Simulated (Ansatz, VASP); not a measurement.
## Cross-check of SnSe2 between VASP and Ansatz

One calculation is typed for both programs; each brings its own data sets. How far apart do they land? The cell is taken from a series of runs on this material, whose earlier steps may have relaxed, scaled, displaced or heated it; both programs get it as it stands.

Calculated with Ansatz 0.2.0; plane waves, with VASP 6.6.1 beside it; relaxation of cell and atoms at PBE with D3(BJ).

### Step 1. The structure

The structure is trigonal, space group P-3m1 (No. 164). Conventional cell: a = 3.811 Å, b = 3.811 Å, c = 6.136 Å, α = 90.00°, β = 90.00°, γ = 120.00°. Nearest to Sn lie 6 Se at 2.72 Å. Nearest to Se lie 3 Sn at 2.72 Å. Farther neighbours and most contacts between anions are not listed.

### Step 2. VASP: relaxation of cell and atoms, PBE with D3(BJ)

The relaxed volume is the usual yardstick between codes: in a stiff, nearly cubic crystal its relative difference is about their pressure difference at one cell divided by the bulk modulus.

Lines of VASP's logs that name or quote its potential files are left out, and so is its time.

Input file INCAR:

```
SYSTEM = SnSe2
PREC = Accurate
ENCUT = 500
EDIFF = 1E-07
NELM = 120
ISMEAR = -1
SIGMA = 0.02
LREAL = .FALSE.
ALGO = Normal
GGA = PE
IVDW = 12
NBANDS = 19
LORBIT = 11
LWAVE = .FALSE.
LCHARG = .FALSE.
ISIF = 3
IBRION = 2
NSW = 80
EDIFFG = -0.005
LASPH = .TRUE.
GGA_COMPAT = .FALSE.
NELMIN = 4
EFERMI = MIDGAP
```

Input file POSCAR:

```
SnSe2
1.0
    3.8110000000      0.0000000000      0.0000000000
   -1.9055000000      3.3004230000      0.0000000000
    0.0000000000      0.0000000000      6.1360000000
Sn Se
1 2
Direct
    0.0000000000      0.0000000000      0.0000000000
    0.3333333333      0.6666666667      0.2614400261
    0.6666666667      0.3333333333      0.7385599739
```

Input file KPOINTS:

```
Automatic mesh
0
Gamma
6 6 4
0 0 0
```

PAW data sets: Sn_d and Se (PBE family, release 64).

Command:

```sh
> mpirun -np 1 vasp_std
```

Numbers of over 12 decimals in the logs are rounded to 6 here.

Output:

```text
[banner, memory and clock lines left out]
running    1 mpi-ranks, on    1 nodes
 distrk:  each k-point on    1 cores,    1 groups
 distr:  one band on    1 cores,    1 groups

 POSCAR found type information on POSCAR SnSe
 POSCAR found :  2 types and       3 ions
 LDA part: xc-table for (Slater+PW92), standard interpolation
 POSCAR, INCAR and KPOINTS ok, starting setup
 FFT: planning ... GRIDC
 FFT: planning ... GRID_SOFT
 FFT: planning ... GRID
 WAVECAR not read
 entering main loop
       N       E                     dE             d eps       ncg     rms          rms(c)
DAV:   1     0.199422560281E+03    0.19942E+03   -0.12155E+04   937   0.153E+03
DAV:   2     0.984819012755E+01   -0.18957E+03   -0.18360E+03   980   0.379E+02
DAV:   3    -0.113441914582E+02   -0.21192E+02   -0.20751E+02  1143   0.114E+02
DAV:   4    -0.120330801613E+02   -0.68889E+00   -0.68733E+00  1077   0.218E+01
DAV:   5    -0.120502892548E+02   -0.17209E-01   -0.17208E-01  1259   0.351E+00    0.494E+00
DAV:   6    -0.118121536071E+02    0.23814E+00   -0.52966E-01  1329   0.764E+00    0.318E+00
DAV:   7    -0.117963966630E+02    0.15757E-01   -0.14879E-01  1054   0.246E+00    0.103E+00
DAV:   8    -0.117965816827E+02   -0.18502E-03   -0.11526E-02  1124   0.100E+00    0.277E-01
DAV:   9    -0.117970678467E+02   -0.48616E-03   -0.15442E-03  1037   0.295E-01    0.833E-02
DAV:  10    -0.117970745355E+02   -0.66888E-05   -0.12174E-04  1183   0.772E-02    0.334E-02
DAV:  11    -0.117971036937E+02   -0.29158E-04   -0.47331E-05   951   0.393E-02    0.890E-03
DAV:  12    -0.117971035797E+02    0.11401E-06   -0.22952E-06  1220   0.118E-02    0.639E-03
DAV:  13    -0.117971040933E+02   -0.51359E-06   -0.21187E-06   957   0.816E-03    0.256E-03
DAV:  14    -0.117971041783E+02   -0.85000E-07   -0.42711E-08   812   0.135E-03
   1 F= -.12881570E+02 E0= -.12881570E+02  d E =-.128816E+02
[... from here on, the cycles between the ionic steps are left out ...]
   2 F= -.12884549E+02 E0= -.12884549E+02  d E =-.297893E-02
   3 F= -.12884557E+02 E0= -.12884557E+02  d E =-.298765E-02
   4 F= -.12885549E+02 E0= -.12885549E+02  d E =-.991317E-03
   5 F= -.12885549E+02 E0= -.12885549E+02  d E =-.991418E-03
   6 F= -.12885849E+02 E0= -.12885849E+02  d E =-.299736E-03
   7 F= -.12886560E+02 E0= -.12886560E+02  d E =-.101070E-02
   8 F= -.12887088E+02 E0= -.12887088E+02  d E =-.153929E-02
   9 F= -.12887091E+02 E0= -.12887091E+02  d E =-.154264E-02
  10 F= -.12887081E+02 E0= -.12887081E+02  d E =0.104803E-04
 trial-energy change:    0.000010  1 .order    0.000013   -0.000021    0.000047
 step:   0.9928(harm=  0.8621)  dis= 0.00004  next Energy=   -12.887095 (dE=-0.395E-05)
 bond charge predicted
       N       E                     dE             d eps       ncg     rms          rms(c)
DAV:   1    -0.117962016187E+02   -0.11571E-02   -0.35233E-03  1164   0.807E-01    0.687E-02
DAV:   2    -0.117960941480E+02    0.10747E-03   -0.24002E-04  1203   0.220E-01    0.316E-02
DAV:   3    -0.117960610896E+02    0.33058E-04   -0.97708E-05  1209   0.136E-01    0.781E-03
DAV:   4    -0.117960593269E+02    0.17627E-05   -0.67072E-06   935   0.225E-02    0.339E-03
DAV:   5    -0.117960585532E+02    0.77367E-06   -0.40444E-07  1237   0.792E-03    0.145E-03
DAV:   6    -0.117960583686E+02    0.18459E-06   -0.58884E-08   495   0.265E-03    0.390E-04
DAV:   7    -0.117960583793E+02   -0.10662E-07   -0.91873E-09   465   0.105E-03
  11 F= -.12887095E+02 E0= -.12887095E+02  d E =-.385764E-05
 curvature:  -0.43 expect dE=-0.111E-05 dE for cont linesearch -0.481E-07
 trial: gam= 0.45350 g(F)=  0.648E-06 g(S)=  0.195E-05 ort =-0.932E-06 (trialstep = 0.241E+01)
 search vector abs. value=  0.334E-05
 reached required accuracy - stopping structural energy minimisation
```

From OUTCAR (step 2):

```text
ion  position               nearest neighbor table
   1  0.000  0.000  0.000-   2 2.72   3 2.72   3 2.72   2 2.72   3 2.72   2 2.72
   2  0.333  0.667  0.261-   1 2.72   1 2.72   1 2.72
   3  0.667  0.333  0.739-   1 2.72   1 2.72   1 2.72

  LATTYP: Found a hexagonal cell.
 ALAT       =     3.8110000000
 C/A-ratio  =     1.6100760955

 Subroutine GETGRP returns: Found 12 space group operations
 (whereof 12 operations were pure point group operations)

The static configuration has the point symmetry D_3d.

 Found     24 irreducible k-points:

   k-points           NKPTS =     24   k-points in BZ     NKDIM =     24   number of bands    NBANDS=     19

   dimension x,y,z NGX =    28 NGY =   28 NGZ =   48
   dimension x,y,z NGXF=    56 NGYF=   56 NGZF=   96

   ENCUT  =  500.0 eV  36.75 Ry    6.06 a.u.   6.95  6.95 11.19*2*pi/ulx,y,z

   NELECT =      26.0000    total number of electrons

 k-points in reciprocal lattice and weights: Automatic mesh
   0.00000000  0.00000000  0.00000000       0.007
   0.16666667  0.00000000  0.00000000       0.042
   0.33333333  0.00000000  0.00000000       0.042
   0.50000000  0.00000000  0.00000000       0.021
   0.16666667  0.16666667  0.00000000       0.042
   0.33333333  0.16666667  0.00000000       0.083
   0.33333333  0.33333333  0.00000000       0.014
   0.00000000  0.00000000  0.25000000       0.014
   0.16666667  0.00000000  0.25000000       0.042
[...]
0.33333333  0.16666667  0.50000000       0.083
   0.33333333  0.33333333  0.50000000       0.014

 Edisp (eV)   -1.09204

 average (electrostatic) potential at core
       1-102.5901       2 -53.2986       3 -53.2986

 E-fermi :   4.6644

 k-point     1 :       0.0000    0.0000    0.0000
  band No.  band energies     occupation
    ...
      9       3.6905      2.00000
     10       3.6905      2.00000
     11       3.8543      2.00000
     12       3.8543      2.00000
     13       4.3228      2.00000
     14       5.1020      0.00000
     15       7.3190      0.00000
     16       8.8903      0.00000
     17       8.8903      0.00000
     18      12.5129      0.00000
    ...

 k-point     2 :       0.1667    0.0000    0.0000
  band No.  band energies     occupation
    ...
      9       1.6599      2.00000
     10       2.7003      2.00000
     11       2.8494      2.00000
     12       4.2002      2.00000
     13       4.3552      2.00000
     14       6.3955      0.00000
     15       7.9480      0.00000
     16       8.8997      0.00000
     17       9.2238      0.00000
     18      11.3907      0.00000
    ...

 k-point     3 :       0.3333    0.0000    0.0000
  band No.  band energies     occupation
    ...
      9       0.3234      2.00000
     10       1.3437      2.00000
     11       2.0477      2.00000
     12       3.5894      2.00000
     13       4.1287      2.00000
     14       5.8069      0.00000
     15       8.0846      0.00000
     16       9.3876      0.00000
     17       9.8430      0.00000
     18      10.6453      0.00000
    ...

 Edisp (eV)   -1.09104

  Total       0.00216     0.00216     0.01056    -0.00000    -0.00000     0.00000
  in kB       0.04517     0.04517     0.22042    -0.00000    -0.00000     0.00000
  external pressure =        0.10 kB  Pullay stress =        0.00 kB

  energy-cutoff  :      500.00
  volume of cell :       76.79
      direct lattice vectors                 reciprocal lattice vectors
     3.844711258 -0.000000000 -0.000000000     0.260097556  0.150167385  0.000000000
    -1.922355629  3.329617811  0.000000000     0.000000000  0.300334770 -0.000000000
    -0.000000000  0.000000000  5.998181231     0.000000000  0.000000000  0.166717203

 POSITION                                       TOTAL-FORCE (eV/Angst)
 -----------------------------------------------------------------------------------
     -0.00000      0.00000      0.00000         0.000000      0.000000      0.000000
     -0.00000      2.21975      1.59179        -0.000000      0.000000      0.002591
      1.92236      1.10987      4.40640         0.000000     -0.000000     -0.002591
 -----------------------------------------------------------------------------------
    total drift:                                0.000000     -0.000000      0.000000

  FREE ENERGIE OF THE ION-ELECTRON SYSTEM (eV)
  ---------------------------------------------------
  free  energy   TOTEN  =       -12.8870953155 eV

  energy  without entropy=      -12.8870953045  energy(sigma->0) =      -12.88709531

 reached required accuracy - stopping structural energy minimisation

 total charge
# of ion       s       p       d       tot
------------------------------------------
    1        1.066   1.003  10.090  12.159
    2        1.487   2.299   0.027   3.813
    3        1.487   2.299   0.027   3.813
--------------------------------------------------
tot          4.040   5.601  10.145  19.786

[... 3 further parts left out ...]
```

The run keeps the 12 symmetry operations of its start, so it cannot find a distortion of lower symmetry.

### Step 3. Ansatz: relaxation of cell and atoms, PBE with D3(BJ)

Ansatz runs on its PAW soft_1 files.

The same cell, functional, mesh and smearing now go to Ansatz, which takes its cutoff from its data sets.

Input file input.yaml:

```yaml
crystal:
  lattice:
    - [3.811, 0.0, 0.0]
    - [-1.9055, 3.3004228138, 0.0]
    - [0.0, 0.0, 6.136]
  atoms:
    - { symbol: Sn, position: [0.0, 0.0, 0.0] }
    - { symbol: Se, position: [0.3333333333, 0.6666666667, 0.2614399677] }
    - { symbol: Se, position: [0.6666666667, 0.3333333333, 0.7385600323] }
kpoints:
  mp_grid: { grid: [6, 6, 4] }
hamiltonian:
  xc: pbe
  dispersion: d3bj
  pseudopotentials: { kind: paw, azcp: { folder: soft_1 } }
scf:
  occupations: { method: fermi_dirac, width: 0.02 }
relax:
  f_tol: 0.01
  max_steps: 60
  cell: {}
```

Command:

```sh
> ansatz run input.yaml --threads 3 --pin off --max-ram 92160MiB --backend cuda --events-out ev --progress --plain --runs-dir out --devices 1 --max-vram 13GiB
```

Output:

```text
GPUs: using 1 of 1 available (devices: 1).
Engine: ansatz 0.2.0, x86_64-unknown-linux-gnu
Pseudopotentials: kind: paw
Pseudopotential: Sn, paw, valence charge 14, recommended cutoff 420 eV (normal), soft_1/Sn.paw.azcp
Pseudopotential: Se, paw, valence charge 16, recommended cutoff 420 eV (normal), soft_1/Se.paw.azcp
Functional definition: PBE
  parameter kappa = 0.804
  parameter beta = 0.066725
  exchange = pbe_x(kappa = kappa, mu = beta*pi^2/3)
  correlation = pbe_c(beta = beta)
device memory: the entry about to start is reckoned to put 0.9 GiB on a device that reports 54.3 GiB free (of which the cap on the GPU budget leaves the run 13.0 GiB)
GPU FFT provider: cuFFT
GPU libraries: cuBLAS 13.8.2, cuFFT 12.4.0, cuSOLVER 12.3.4
Crystal: 3 atoms, lattice volume = 77.178 Å³
Basis set: ecut = 420 eV, 1485 PW (Γ), exchange–correlation on 54×54×90 points (8 copies of the dense FFT grid, shifted against one another)
Bands: 28, of which v1, the nominal top of the filled ones, is band 23 counted from 1 (22 counted from 0)
Symmetry: 12 space group operations
Space group: P-3m1 (ITA 164), of the structure as read, at distance tolerance 4.3e-5 Å
k-points: 24 of 144
Non-local potential: Sn, projectors of the file, l = 0: 2, l = 1: 2, l = 2: 2, l = 3: 1
Non-local potential: Se, projectors of the file, l = 0: 2, l = 1: 2, l = 2: 3, l = 3: 1
PAW form: soft (Blöchl's): semilocal exchange-correlation on the pseudo side does not see the compensation charge
PAW one-centre angular grid: Sn, 590 points (default); XC on 64 Gauss nodes
PAW one-centre angular grid: Se, 590 points (default); XC on 64 Gauss nodes
Initial density: superposition of atomic densities (chi_scale 0.1, normalization cell, long waves kept (reshape's long-wave potential 0.10 eV rms))
Initial wavefunctions: pseudopotential atomic-orbital guess
GPU buffer pool allocated for 32805 grid points (all kernels)
GPU transforms: local potential and band sums: pruned to the plane-wave sphere, on 25×25×45
Functional: x = pbe(κ = 0.804, μ = 0.219515), c = pbe(β = 0.066725)
SCF iter   1: F=—  HF=-16964.904417 eV  |F-HF|=—  |Δ(HF+E_count)|=         —  Δρ=3.23e-2  dr2=1.66e0  ethr=3.10e-3  ⟨swp⟩=7.6  Hψ=3263  notcnv=0
preconditioner: auto → Resta (q_TF=auto, 2.503 Å⁻¹)  ε∞=4.0  [insulator: Δε(μ)=0.558 eV  Ē_g=9.780 eV  σ=0.020 eV  W_gap=1.00  n_scr=22 (ndim 8)  ℏωp=16.9 eV  f_vac=0.027  D(μ)=0.00/eV (n_scr^D=0)  ε∞_Penn≈4.0]
SCF iter   2: F=—  HF=-16964.553145 eV  |F-HF|=—  |Δ(HF+E_count)|=   3.51e-1  Δρ=1.63e-2  dr2=2.37e-1  ethr=3.10e-3  ⟨swp⟩=2.6  Hψ=1016  notcnv=0
SCF iter   3: F=—  HF=-16964.503142 eV  |F-HF|=—  |Δ(HF+E_count)|=   5.00e-2  Δρ=5.30e-3  dr2=1.78e-2  ethr=5.15e-4  ⟨swp⟩=2.3  Hψ=893  notcnv=0
SCF iter   4: F=—  HF=-16964.503324 eV  |F-HF|=—  |Δ(HF+E_count)|=   1.82e-4  Δρ=1.08e-3  dr2=1.36e-3  ethr=3.86e-5  ⟨swp⟩=2.1  Hψ=1343  notcnv=0
SCF iter   5: F=—  HF=-16964.503374 eV  |F-HF|=—  |Δ(HF+E_count)|=   5.06e-5  Δρ=5.17e-4  dr2=2.09e-4  ethr=2.96e-6  ⟨swp⟩=2.0  Hψ=1344  notcnv=0
SCF iter   6: F=—  HF=-16964.503719 eV  |F-HF|=—  |Δ(HF+E_count)|=   3.45e-4  Δρ=1.34e-4  dr2=1.71e-5  ethr=4.54e-7  ⟨swp⟩=3.0  Hψ=1336  notcnv=0
SCF iter   7: F=—  HF=-16964.503802 eV  |F-HF|=—  |Δ(HF+E_count)|=   8.28e-5  Δρ=4.05e-5  dr2=1.21e-6  ethr=3.72e-8  ⟨swp⟩=2.8  Hψ=1202  notcnv=0
SCF iter   8: F=-16964.503806 eV  HF=-16964.503806 eV  |F-HF|=1.97e-7  |Δ(HF+E_count)|=   4.12e-6  Δρ=7.72e-6  dr2=9.17e-8  ethr=2.17e-10  ⟨swp⟩=3.8  Hψ=2742  notcnv=0
SCF 1 converged in 8 iterations: F = -16964.503806 eV  dr2 = 9.17e-8
  greatest PAW one-centre occupation: 1.000 electrons in one spin orbital (limit 2), on the Se atom at site 2 (counted from 0), in its partial waves of l = 2
relax step   1: F+E_penalty+E_count = -16964.50380611 eV  Δ(F+E_penalty+E_count) = +0.000e0 eV  max|allowed force component| = 2.421e-3 eV/Å  Δτ_max = 0.0000 Å  P = +0.382 GPa  Ω = 77.178 Å³  (8 SCF iters, dr2 threshold 1.00e-7 eV, accepted)
[...]
relax step   4: F+E_penalty+E_count = -16964.50889365 eV  Δ(F+E_penalty+E_count) = -1.496e-3 eV  max|allowed force component| = 6.296e-3 eV/Å  Δτ_max = 0.0100 Å  P = -0.055 GPa  Ω = 77.062 Å³  energy of the carried Pulay correction = +9.977e-6 eV  (5 SCF iters, dr2 threshold 3.00e-7 eV, accepted)
[...]
relax step   5: F+E_penalty+E_count = -16964.50902213 eV  Δ(F+E_penalty+E_count) = -1.285e-4 eV  max|allowed force component| = 9.583e-5 eV/Å  Δτ_max = 0.0063 Å  P = -0.007 GPa  Ω = 76.778 Å³  energy of the carried Pulay correction = +2.982e-5 eV  (6 SCF iters, dr2 threshold 1.54e-8 eV, accepted)
[...]
relax step   6: F+E_penalty+E_count = -16964.50899896 eV  Δ(F+E_penalty+E_count) = +2.317e-5 eV  max|allowed force component| = 9.953e-5 eV/Å  Δτ_max = 0.0000 Å  P = -0.007 GPa  Ω = 76.778 Å³  stress off target by 1.12e-2 GPa  SCF on the basis re-selected at this cell (its energy is not comparable with the rows above)  (5 SCF iters)
basis re-selected at this cell: Δ(F+E_penalty+E_count) = +2.317e-5 eV, ΔP = -0.000 GPa vs the last step (what re-selecting the basis moved, of the pressure what is left beyond the Pulay correction that the steps carried, after the strain that the cell walked since its last selection, with what the two solves' SCF thresholds leave and, on support functions, any second-order correction that the steps lacked; it is no m [...]
SCF converged after 5 iterations
Free energy (F): -16964.508999 eV
Harris-Foulkes:  -16964.508999 eV  (|F-HF|=2.55e-11)
Internal energy: -16964.508999 eV  (E = F + TS)
E sigma→0 (E₀):  -16964.508999 eV
Fermi energy:    8.390382 eV
--- Per-component energies (eV) ---
  E_band       = -863.149638
  E_kinetic    = 389.795557
  E_local      = -6475.396211  (includes V_loc(G=0)·N_el)
  E_nonlocal   = -563.571541
  E_hartree    = 3374.715074
  E_xc         = -295.519212
  E_vxc        = -260.445473  (∫ρ·V_xc dr)
  E_paw        = -8631.664799  (= ΣΔE_a)
  E_vpaw       = -702.961691  (= ΣTr[D̂ρ^β])
  E_aug_tail   = -0.000464  (compensation charges beyond the density's cutoff)
  E_ewald      = -4761.776013
  E_disp       = -1.091389  (pairwise vdW)
  E_smearing   = -0.000000  (= −TS)
  E_closure    = 0.000000  (closes the sum)
  Σ components = -16964.508999   (vs F -16964.508999, Δ=0.00e0)
--- Forces (eV/Å), atoms counted from 1 ---
  atom   1  Sn    -0.00000000     0.00000000     0.00000000
  atom   2  Se     0.00000000    -0.00000000    -0.00009953
  atom   3  Se    -0.00000000     0.00000000     0.00009953
  max |Σ_I F_I| component: 1.16e-18 eV/Å
--- Stress (GPa, compression-positive) ---
       -0.011177       0.000000      -0.000000
        0.000000      -0.011177      -0.000000
       -0.000000      -0.000000       0.001752
  P = ⅓ Tr σ = -0.0069 GPa (-0.069 kbar)
--- Band table (eV; the first three rows and the last of 24) ---
  k-point 0: bands = [... 19 lower, 7.4183, 7.5832, 7.5832, 8.0428, 8.8385, 11.0536, 12.6246, 12.6246, ... 1 higher]
  k-point 1: bands = [... 19 lower, 7.3086, 7.3086, 7.7398, 7.7398, 9.8769, 11.0362, 12.4235, 12.4235, ... 1 higher]
  k-point 2: bands = [... 19 lower, 7.2509, 7.2509, 7.8468, 7.8468, 10.5256, 10.9082, 12.2366, 12.2366, ... 1 higher]
  k-point 23: bands = [... 19 lower, 3.8283, 4.2986, 7.7475, 7.7475, 10.3552, 12.3468, 12.3468, 13.8194, ... 1 higher]
--- Relaxed structure (5 steps of the walk, 4 accepted, 1 SCFs on fresh bases) ---
  F+E_penalty+E_count = -16964.50899896 eV   max|allowed force component| = 9.953e-5 eV/Å   (the final SCF, on the basis selected at the relaxed cell)
  cell:  # Å, volume = 76.7775 Å³
    - [3.843692, 0, -6.577061132111742e-18]
    - [-1.921846, 3.328735, 3.2885305660558723e-18]
    - [-1.0589568907576801e-17, 0, 6.000759]
  atoms:
    - { symbol: Sn, position: [0, 0, 0] }
    - { symbol: Se, position: [0.333333, 0.666667, 0.265119] }
    - { symbol: Se, position: [0.666667, 0.333333, 0.734881] }
```

### Step 4. Side by side

Known differences besides the potentials themselves: the data sets hold 46 valence electrons in Ansatz (on its PAW soft_1 files) and 26 in VASP; the cutoff is 420 eV in Ansatz and 500 eV in VASP; Ansatz adds a Pulay correction to the stress that steers its cell, VASP none. Total energies have different zeros and are not compared.

Compared:

```
                                         quantity  Ansatz   VASP  difference
                                      volume (Å³)   76.78  76.79     -0.01 %
edge a after relaxation, in the typed setting (Å)   3.844  3.845     -0.03 %
edge c after relaxation, in the typed setting (Å)   6.001  5.998     +0.04 %
```

### Step 5. Outcome

```json
{
 "difference in edge c after relaxation, in the typed setting (relaxation of cell and atoms, PBE with D3(BJ))": "0.043 %"
}
```

In words: The difference in edge c after relaxation, in the typed setting is 0.043 % (relaxation of cell and atoms, PBE with D3(BJ)), within the 1.2 % picked in this series as the mark of a large difference, as far as the stopping tolerances let one tell. The data sets hold unlike numbers of valence electrons (46 in Ansatz and 26 in VASP), so part of the differences comes from the potentials. Such differences can come from data sets, numerical settings and the points named under the comparisons, not from the functional's error against experiment.

[Lines on the potential files, build, host, timing and source positions are cut from VASP's logs without a mark.]

[Logs are printed without paths, hosts, clocks, repeated set-up lines and the standing remarks that a program may print on its own settings, such as how far it seeks lower states.]

[Hosts, paths, dates, database ids (printed as entryN), source tags and the programs' standing remarks are cut or masked in the printed files.]
